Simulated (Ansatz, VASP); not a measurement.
# GaCuSe2: VASP beside Ansatz, part 2 of 2

Aim: how closely do two programs agree when they are given the same cell, functional and k mesh? The cell is taken from a series of runs on this material, whose earlier steps may have relaxed, scaled, displaced or heated it; both programs get it as it stands.

VASP 6.6.1 and Ansatz 0.2.0.

So far: Starting point; VASP: single point, HSE06.

**3. Ansatz: single point, HSE06**

Level of this step: Ansatz beside VASP: Kohn-Sham DFT, plane waves, HSE06 (Ansatz).

Ansatz runs on its PAW soft_1 files.

The same cell, functional and mesh now go to Ansatz, which takes its cutoff from its data sets.

input.yaml

```yaml
crystal:
  lattice:
    - [-2.80955, 2.80955, 5.513]
    - [2.80955, -2.80955, 5.513]
    - [2.80955, 2.80955, -5.513]
  atoms:
    - { symbol: Ga, position: [0.5, 0.5, 0.0] }
    - { symbol: Ga, position: [0.25, 0.75, 0.5] }
    - { symbol: Cu, position: [0.0, 0.0, 0.0] }
    - { symbol: Cu, position: [0.75, 0.25, 0.5] }
    - { symbol: Se, position: [0.375, 0.37562, 0.50062] }
    - { symbol: Se, position: [0.62438, 0.125, 0.99938] }
    - { symbol: Se, position: [0.875, 0.87438, 0.49938] }
    - { symbol: Se, position: [0.12562, 0.625, 0.00062] }
kpoints:
  mp_grid: { grid: [4, 4, 4] }
  band_path:
    path:
      - [0.0, 0.0, 0.0]
      - [0.0, 0.0, 0.5]
      - [0.25, 0.25, 0.25]
      - [0.0, 0.5, 0.0]
      - [0.5, 0.5, -0.5]
      - [0.31492883, 0.68507117, -0.31492883]
      - [-0.31492883, 0.31492883, 0.31492883]
      - [-0.12985765, 0.12985765, 0.5]
    npoints: 1
hamiltonian:
  xc: hse06
  pseudopotentials: { kind: paw, azcp: { folder: soft_1 } }
scf:
  occupations: { method: fixed }
  n_extra_bands: 6
output:
  eigenvalues: true
```

Command:

```bash
$ ansatz run input.yaml --threads 3 --pin off --max-ram 92160MiB --backend cuda --events-out ev --progress --plain --runs-dir out --devices 1 --max-vram 13GiB
```

Numbers of over 12 decimals in the logs are rounded to 6 here.

Output:

```text
scf.n_extra_bands = 6 over 64 filled bands (N_el = 128.0): the run solves 70 bands
GPUs: using 1 of 1 available (devices: 1).
Engine: ansatz 0.2.0, x86_64-unknown-linux-gnu
Pseudopotentials: kind: paw
Pseudopotential: Ga, paw, valence charge 13, recommended cutoff 420 eV (normal), soft_1/Ga.paw.azcp
Pseudopotential: Cu, paw, valence charge 19, recommended cutoff 420 eV (normal), soft_1/Cu.paw.azcp
Pseudopotential: Se, paw, valence charge 16, recommended cutoff 420 eV (normal), soft_1/Se.paw.azcp
Functional definition: HSE06
  parameter a = 0.25
  parameter omega = 0.11/bohr
  exchange = pbe_x - a*pbe_x_sr(omega) + a*exact_x_sr(omega)
  correlation = pbe_c
davidson cushion auto → on  (no smearing: the cushion is to keep the highest requested band from converging to the state above it; pin scf.eigensolver.cushion to override)
device memory: the entry about to start is reckoned to put 4.3 GiB on a device that reports 38.7 GiB free (of which the cap on the GPU budget leaves the run 13.0 GiB)
GPU FFT provider: cuFFT
GPU libraries: cuBLAS 13.8.2, cuFFT 12.4.0, cuSOLVER 12.3.4
Crystal: 8 atoms, lattice volume = 174.069 Å³
Basis set: ecut = 420 eV, 3451 PW (Γ)
Bands: 70, of which v1, the nominal top of the filled ones, is band 64 counted from 1 (63 counted from 0)
Symmetry: 8 space group operations
Space group: I-42d (ITA 122), of the structure as read, at distance tolerance 5.6e-5 Å
k-points: 13 of 64 (time reversal used)
Non-local potential: Ga, projectors of the file, l = 0: 2, l = 1: 2, l = 2: 3, l = 3: 1
Non-local potential: Cu, projectors of the file, l = 0: 3, l = 1: 2, l = 2: 3, l = 3: 1
Non-local potential: Se, projectors of the file, l = 0: 2, l = 1: 2, l = 2: 3, l = 3: 1
PAW form: soft (Blöchl's): semilocal exchange-correlation on the pseudo side does not see the compensation charge
PAW frozen core: Ga, regenerated for the run's functional, and the local potential with it (the file was generated under x = pbe(κ = 0.804, μ = 0.219515), c = pbe(β = 0.066725))
PAW frozen core: Cu, regenerated for the run's functional, and the local potential with it (the file was generated under x = pbe(κ = 0.804, μ = 0.219515), c = pbe(β = 0.066725))
PAW frozen core: Se, regenerated for the run's functional, and the local potential with it (the file was generated under x = pbe(κ = 0.804, μ = 0.219515), c = pbe(β = 0.066725))
PAW one-centre angular grid: Ga, 590 points (default); XC on 64 Gauss nodes
PAW one-centre angular grid: Cu, 590 points (default); XC on 64 Gauss nodes
PAW one-centre angular grid: Se, 590 points (default); XC on 64 Gauss nodes
Initial density: superposition of atomic densities (chi_scale 0.1, normalization cell, long waves kept (reshape's long-wave potential 0.00 eV rms))
Initial wavefunctions: pseudopotential atomic-orbital guess
GPU buffer pool allocated for 110592 grid points (all kernels)
GPU transforms: local potential and band sums: pruned to the plane-wave sphere, on 45×45×45
Functional: x = pbe(κ = 0.804, μ = 0.219515), c = pbe(β = 0.066725), warm-up for x = pbe(κ = 0.804, μ = 0.219515) + 0.25 (exact − pbe) at short range (hse, ω = 0.207870 Å⁻¹), c = pbe(β = 0.066725); HSE06 as pw.x's `hse` composes it (authors' and Libxc's form: `xc: wpbeh`)
SCF iter   1: F=—  HF=-42697.113433 eV  |F-HF|=—  |Δ(HF+E_count)|=         —  Δρ=6.08e-2  dr2=4.44e0  ethr=1.00e-1  ⟨swp⟩=5.3  Hψ=2376  notcnv=0
preconditioner: auto → none  [insulator: Δε(μ)=0.537 eV  Ē_g=11.438 eV  n_scr=60 (ndim 8)  ℏωp=23.9 eV  f_vac=0.054]
SCF iter   2: F=—  HF=-42698.271895 eV  |F-HF|=—  |Δ(HF+E_count)|=    1.16e0  Δρ=1.15e-1  dr2=1.59e1  ethr=3.47e-3  ⟨swp⟩=4.5  Hψ=2849  notcnv=0  defer=1
SCF iter   3: F=—  HF=-42696.977325 eV  |F-HF|=—  |Δ(HF+E_count)|=    1.29e0  Δρ=3.83e-2  dr2=2.14e0  ethr=3.47e-3  ⟨swp⟩=4.0  Hψ=2544  notcnv=0
iter 4 solved again at ethr=1.16e-4 eV; its pass at ethr=1.67e-3 eV (dr2=1.48e-1 eV) is discarded
SCF iter   4: F=—  HF=-42696.532471 eV  |F-HF|=—  |Δ(HF+E_count)|=   4.45e-1  Δρ=1.08e-2  dr2=1.52e-1  ethr=1.16e-4  ⟨swp⟩=2.0  Hψ=4154  notcnv=0
SCF iter   5: F=—  HF=-42696.504880 eV  |F-HF|=—  |Δ(HF+E_count)|=   2.76e-2  Δρ=3.10e-3  dr2=8.73e-3  ethr=1.16e-4  ⟨swp⟩=3.0  Hψ=2261  notcnv=0
SCF iter   6: F=—  HF=-42696.505454 eV  |F-HF|=—  |Δ(HF+E_count)|=   5.74e-4  Δρ=1.62e-3  dr2=3.42e-3  ethr=6.82e-6  ⟨swp⟩=4.0  Hψ=2552  notcnv=0
SCF iter   7: F=—  HF=-42696.505094 eV  |F-HF|=—  |Δ(HF+E_count)|=   3.61e-4  Δρ=6.07e-4  dr2=3.81e-4  ethr=2.67e-6  ⟨swp⟩=2.6  Hψ=2013  notcnv=0
SCF iter   8: F=—  HF=-42696.505080 eV  |F-HF|=—  |Δ(HF+E_count)|=   1.40e-5  Δρ=1.92e-4  dr2=4.89e-5  ethr=2.97e-7  ⟨swp⟩=3.0  Hψ=2138  notcnv=0
SCF iter   9: F=-42696.505075 eV  HF=-42696.505077 eV  |F-HF|=1.33e-6  |Δ(HF+E_count)|=   3.16e-6  Δρ=3.79e-5  dr2=1.48e-6  ethr=3.82e-8  ⟨swp⟩=4.0  Hψ=2324  notcnv=0
SCF 1 stopped early in 9 iterations: F = -42696.505075 eV  dr2 = 1.48e-6
  greatest PAW one-centre occupation: 1.000 electrons in one spin orbital (limit 2), on the Se atom at site 6 (counted from 0), in its partial waves of l = 2
device memory: the entry about to start is reckoned to put 5.0 GiB (of the 5.1 GiB reckoned in all, the device holds 0.1 GiB already) on a device that reports 35.3 GiB free (of which the cap on the GPU budget leaves the run 12.9 GiB)
GPU FFT provider: cuFFT
GPU libraries: cuBLAS 13.8.2, cuFFT 12.4.0, cuSOLVER 12.3.4
Initial density: handed on by an earlier stage of this run
Initial wavefunctions: those handed on with the density
GPU buffer pool allocated for 110592 grid points (all kernels)
GPU transforms: local potential and band sums: pruned to the plane-wave sphere, on 45×45×45
Functional: x = pbe(κ = 0.804, μ = 0.219515) + 0.25 (exact − pbe) at short range (hse, ω = 0.207870 Å⁻¹), c = pbe(β = 0.066725); HSE06 as pw.x's `hse` composes it (authors' and Libxc's form: `xc: wpbeh`)
Exchange kernel: α = 0.2500, screened, ω = 0.2079 Å⁻¹, Wigner–Seitz truncation, v(0) = 1046.6472 eV·Å³, q-mesh 4×4×4, nearest image of the exchange supercell L = 22.48 Å, pair-density grid 24×24×24, without the augmentation charges, whose exchange is taken in its separable form by FFT convolution over the k-point mesh (sized by the pseudopotential files, 40×40×30 at the most), smooth part of the exact exchange by density-matrix convolution in up to 5.96 GiB of GPU memory as planned if the GPU has room (build and FFT work areas not counted)
Frozen-core exchange: fock
[...]
preconditioner: auto → none  [insulator: Δε(μ)=1.617 eV  Ē_g=13.117 eV  n_scr=60 (ndim 8)  ℏωp=23.9 eV  f_vac=0.126]
[...]
SCF iter   5: F=—  HF=-42702.323103 eV  |F-HF|=—  |Δ(HF+E_count)|=   6.51e-3  Δρ=4.63e-4  dr2=7.17e-4  ethr=1.16e-8  ⟨swp⟩=5.0  Hψ=4076  notcnv=0
SCF iter   6: F=—  HF=-42702.325785 eV  |F-HF|=—  |Δ(HF+E_count)|=   2.68e-3  Δρ=7.90e-4  dr2=8.41e-4  ethr=1.16e-8  ⟨swp⟩=4.9  Hψ=3759  notcnv=0
SCF iter   7: F=—  HF=-42702.325678 eV  |F-HF|=—  |Δ(HF+E_count)|=   1.07e-4  Δρ=6.02e-4  dr2=5.19e-4  ethr=1.16e-8  ⟨swp⟩=4.0  Hψ=2975  notcnv=0
SCF iter   8: F=—  HF=-42702.325594 eV  |F-HF|=—  |Δ(HF+E_count)|=   8.39e-5  Δρ=2.71e-4  dr2=1.19e-4  ethr=1.16e-8  ⟨swp⟩=4.0  Hψ=2644  notcnv=0
SCF iter   9: F=-42702.325571 eV  HF=-42702.325571 eV  |F-HF|=2.42e-7  |Δ(HF+E_count)|=   2.30e-5  Δρ=8.06e-6  dr2=1.42e-5  ethr=1.16e-8  ⟨swp⟩=4.0  Hψ=2575  notcnv=0
SCF 2 stopped early in 9 iterations: F = -42702.325571 eV  dr2 = 1.42e-5
  greatest PAW one-centre occupation: 1.000 electrons in one spin orbital (limit 2), on the Cu atom at site 3 (counted from 0), in its partial waves of l = 0
hybrid outer 1: dexx = +6.640e-2 eV, tail = 6.80e-4 eV
GPU FFT provider: cuFFT
GPU libraries: cuBLAS 13.8.2, cuFFT 12.4.0, cuSOLVER 12.3.4
GPU buffer pool allocated for 110592 grid points (all kernels)
GPU transforms: local potential and band sums: pruned to the plane-wave sphere, on 45×45×45
Exchange kernel: α = 0.2500, screened, ω = 0.2079 Å⁻¹, Wigner–Seitz truncation, v(0) = 1046.6472 eV·Å³, q-mesh 4×4×4, nearest image of the exchange supercell L = 22.48 Å, pair-density grid 24×24×24, without the augmentation charges, whose exchange is taken in its separable form by FFT convolution over the k-point mesh (sized by the pseudopotential files, 40×40×30 at the most), smooth part of the exact exchange by density-matrix convolution in up to 5.96 GiB of GPU memory as planned if the GPU has room (build and FFT work areas not counted)
Frozen-core exchange: fock
SCF iter   1: F=—  HF=-42702.324662 eV  |F-HF|=—  |Δ(HF+E_count)|=         —  Δρ=1.89e-4  dr2=4.94e-5  ethr=2.66e-6  ⟨swp⟩=3.5  Hψ=2107  notcnv=0
preconditioner: auto → none  [insulator: Δε(μ)=1.427 eV  Ē_g=12.838 eV  n_scr=60 (ndim 8)  ℏωp=23.9 eV  f_vac=0.131]
iter 2 solved again at ethr=8.22e-10 eV; its pass at ethr=3.19e-8 eV (dr2=1.05e-6 eV) is discarded
SCF iter   2: F=—  HF=-42702.324661 eV  |F-HF|=—  |Δ(HF+E_count)|=   1.37e-6  Δρ=3.77e-5  dr2=2.09e-6  ethr=8.22e-10  ⟨swp⟩=2.7  Hψ=5053  notcnv=0
SCF iter   3: F=—  HF=-42702.324668 eV  |F-HF|=—  |Δ(HF+E_count)|=   7.14e-6  Δρ=2.88e-5  dr2=9.97e-7  ethr=8.20e-10  ⟨swp⟩=4.8  Hψ=2872  notcnv=0
SCF iter   4: F=-42702.324668 eV  HF=-42702.324668 eV  |F-HF|=6.17e-9  |Δ(HF+E_count)|=   2.29e-7  Δρ=6.63e-6  dr2=5.51e-8  ethr=7.20e-10  ⟨swp⟩=3.0  Hψ=2319  notcnv=0
SCF 3 converged in 4 iterations: F = -42702.324668 eV  dr2 = 5.51e-8
hybrid outer 2: dexx = +6.526e-6 eV, tail = 4.44e-7 eV, Δε = 6.11e-3 eV (about 2.51e-4 eV left of the loop's levels)
device memory: the entry about to start is reckoned to put 1.5 GiB on a device that reports 40.7 GiB free (of which the cap on the GPU budget leaves the run 13.0 GiB)
NSCF: frozen V_eff on 8 k-points
hybrid SCF converged: 2 outer / 13 inner (+9 warm-up), last move |dexx| = 6.53e-6 eV, tail = 4.44e-7 eV
Stability not checked: this state was not tested for a lower state beside it, because the functional holds exact exchange (a hybrid, or Hartree-Fock), whose exchange loop this test does not read (fock_operator; see scf.lower_state_search)
Free energy (F): -42702.324666 eV
Frozen-core exchange: fock
Harris-Foulkes:  -42702.324666 eV  (|F-HF|=6.17e-9)
Internal energy: -42702.324666 eV  (E = F + TS)
E sigma→0 (E₀):  -42702.324666 eV
Fermi energy:    7.764714 eV
--- Per-component energies (eV) ---
  E_band       = -3024.635757
  E_kinetic    = 1183.924569
  E_local      = -25733.093508  (includes V_loc(G=0)·N_el)
  E_nonlocal   = 216.632047
  E_hartree    = 12740.262212
  E_xc         = -485.981259
  E_vxc        = -519.012765  (∫ρ·V_xc dr)
  E_exx        = -588.653359  (= α·E_x^exact, valence–valence)
  E_paw        = -15694.800330  (= ΣΔE_a)
  E_vpaw       = -2476.306914  (= ΣTr[D̂ρ^β])
  E_aug_tail   = 0.000059  (compensation charges beyond the density's cutoff)
  E_ewald      = -14336.105182
  E_core_change = -4.509914  (= ΣΔE_core)
  E_smearing   = -0.000000  (= −TS)
  E_closure    = 0.000000  (closes the sum)
  Σ components = -42702.324666   (vs F -42702.324666, Δ=7.28e-12)
--- Band table (eV; the first three rows and the last of 13) ---
  k-point 0: bands = [... 60 lower, 5.7558, 7.6456, 7.6456, 7.7647, 9.1944, 10.6384, 11.1426, 12.9224, ... 2 higher]
  k-point 1: bands = [... 60 lower, 6.1615, 6.2078, 6.9973, 7.4577, 10.5934, 11.0741, 12.1540, 12.5509, ... 2 higher]
  k-point 2: bands = [... 60 lower, 6.7851, 6.7851, 7.1619, 7.1619, 10.0806, 10.0806, 12.3629, 12.3629, ... 2 higher]
  k-point 12: bands = [... 60 lower, 6.3211, 6.3211, 6.6506, 6.6506, 10.6760, 10.6760, 10.6908, 10.6908, ... 2 higher]
```

**4. Comparison**

Known differences besides the potentials themselves: exact exchange at q = 0 is treated differently, which shows on coarse meshes; VASP keeps PBE cores, Ansatz makes them for the functional; fixed occupations in Ansatz, narrow Gaussian smearing in VASP; the data sets hold 128 valence electrons in Ansatz (on its PAW soft_1 files) and 72 in VASP; the cutoff is 420 eV in Ansatz and 400 eV in VASP; VASP takes a coarser grid for exact exchange (PRECFOCK = Fast). Total energies have different zeros and are not compared.

Compared:

```
              quantity  Ansatz   VASP  difference
gap on the k mesh (eV)   1.430  1.423      +0.006
```

A gap on the mesh is an upper bound, since the band edges may lie between its points.

**5. Outcome**

```yaml
difference_in_gap_on_the_k_mesh_single_point_hse06: 0.0064 eV
```

The difference in gap on the k mesh is 0.0064 eV (single point, HSE06), within the 0.08 eV picked in this series as the mark of a large difference. The data sets hold unlike numbers of valence electrons (128 in Ansatz and 72 in VASP), so part of the differences comes from the potentials. How closely two codes agree says nothing of how well the functional describes the real material.

[Lines on the potential files, build, host, timing and source positions are cut from VASP's logs without a mark.]

[Logs are printed without paths, hosts, clocks, repeated set-up lines and the standing remarks that a program may print on its own settings, such as how far it seeks lower states.]

[Hosts, paths, dates, database ids (printed as entryN), source tags and the programs' standing remarks are cut or masked in the printed files.]
